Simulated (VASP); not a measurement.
Output of a VASP run:

OSZICAR:
```
       N       E                     dE             d eps       ncg     rms          rms(c)
DAV:   1     0.554473363431E+02    0.55447E+02   -0.79696E+03  3848   0.117E+03
DAV:   2    -0.348312852299E+02   -0.90279E+02   -0.81926E+02  5448   0.230E+02
DAV:   3    -0.392873989855E+02   -0.44561E+01   -0.44168E+01  4788   0.526E+01
DAV:   4    -0.393538843779E+02   -0.66485E-01   -0.66373E-01  4884   0.731E+00
DAV:   5    -0.393555804891E+02   -0.16961E-02   -0.16950E-02  4820   0.112E+00    0.892E+00
RMM:   6    -0.374984644754E+02    0.18571E+01   -0.16464E+00  3840   0.905E+00    0.520E+00
RMM:   7    -0.368880219482E+02    0.61044E+00   -0.30358E+00  3893   0.126E+01    0.135E+00
RMM:   8    -0.369162585963E+02   -0.28237E-01   -0.22401E-01  3840   0.370E+00    0.647E-01
RMM:   9    -0.369025199616E+02    0.13739E-01   -0.48568E-02  3851   0.187E+00    0.996E-02
RMM:  10    -0.369035135522E+02   -0.99359E-03   -0.94801E-03  3940   0.907E-01    0.937E-02
RMM:  11    -0.369037691488E+02   -0.25560E-03   -0.53961E-03  3856   0.616E-01    0.152E-01
RMM:  12    -0.369039159498E+02   -0.14680E-03   -0.12199E-03  3899   0.319E-01    0.151E-01
RMM:  13    -0.369039024656E+02    0.13484E-04   -0.21889E-04  3760   0.130E-01    0.141E-01
RMM:  14    -0.369038573893E+02    0.45076E-04   -0.42191E-05  3130   0.544E-02    0.125E-01
RMM:  15    -0.369038288957E+02    0.28494E-04   -0.10892E-05  2603   0.279E-02    0.109E-01
RMM:  16    -0.369037600744E+02    0.68821E-04   -0.45552E-05  3346   0.501E-02    0.765E-02
RMM:  17    -0.369037286494E+02    0.31425E-04   -0.39270E-05  3042   0.487E-02    0.497E-02
RMM:  18    -0.369037200987E+02    0.85507E-05   -0.81332E-06  2480   0.259E-02
   1 F= -.36903720E+02 E0= -.36903751E+02  d E =-.369037E+02
```

OUTCAR:
```
------------------------ aborting loop because EDIFF is reached ----------------------------------------
  FORCE on cell =-STRESS in cart. coord.  units (eV):
  Direction    XX          YY          ZZ          XY          YZ          ZX
  --------------------------------------------------------------------------------------
  Total        0.0879430      0.0879430      0.0071836      0.0000000     -0.0000000      0.0000000
  in kB        3.4189748      3.4189733      0.2792795      0.0000000     -0.0000000      0.0000000
  external PRESSURE =       2.3724092 kB  Pullay stress =       0.0000000 kB
  volume of cell :       41.21
      direct lattice vectors                 reciprocal lattice vectors
     2.466916536  0.000000000  0.000000000     0.405364343  0.234037267  0.000000000
    -1.233458268  2.136411892  0.000000000     0.000000000  0.468074534  0.000000000
     0.000000000  0.000000000  7.819458843     0.000000000  0.000000000  0.127886088
 POSITION                                       TOTAL-FORCE (eV/Angst)
 -----------------------------------------------------------------------------------
      0.00000      0.00000      5.86459        -0.000000      0.000000      0.000000
      0.00000      0.00000      1.95486         0.000000     -0.000000     -0.000000
      1.23346      0.71214      5.86459         0.000000     -0.000000     -0.000000
     -0.00000      1.42428      1.95486        -0.000000      0.000000      0.000000
 -----------------------------------------------------------------------------------
    total drift:                                0.000000     -0.000000      0.000000
  FREE ENERGIE OF THE ION-ELECTRON SYSTEM (eV)
  ---------------------------------------------------
  free  energy   TOTEN  =       -36.9037200987 eV

  energy  without entropy=      -36.9038127104  energy(sigma->0) =      -36.90375097

 reached required accuracy - stopping structural energy minimisation
```
(Selected blocks of OUTCAR.)

POSCAR:
```
C
1
    2.4669165360     0.0000000000     0.0000000000
   -1.2334582680     2.1364118921     0.0000000000
    0.0000000000     0.0000000000     7.8194588426
C
4
Direct
  0.0000000000   0.0000000000   0.7500000000
  0.0000000000   0.0000000000   0.2500000000
  0.6666670000   0.3333330000   0.7500000000
  0.3333330000   0.6666670000   0.2500000000
```

Task: Reconstruct the remaining input files.

Result: Several could match; the one computed here: the input of the run itself, PBE GGA, plane waves, VASP's PBE PAW potentials (set 64).

### INCAR
```
SYSTEM = C
PREC = Normal; ENCUT = 500; LREAL = .FALSE.
LASPH = .TRUE.
EDIFF = 1E-5; NELM = 100; NELMIN = 4
ALGO = Fast
ISMEAR = 1; SIGMA = 0.1
GGA = PE
IBRION = 2; NSW = 20; ISIF = 2
EDIFFG = -0.03
LWAVE = .FALSE.; LCHARG = .FALSE.
```

KPOINTS:
```
Automatic
0
Gamma
19 19 6
```

POTCAR, in this order: C (PBE.64 set). Program: vasp_std.

Without a dispersion term in the relaxation, distances and binding between the weakly bound layers, chains or molecules are unreliable, and so is what depends on them.

The compound is C in the graphite structure. It was relaxed first, which changed the volume by +17 %.
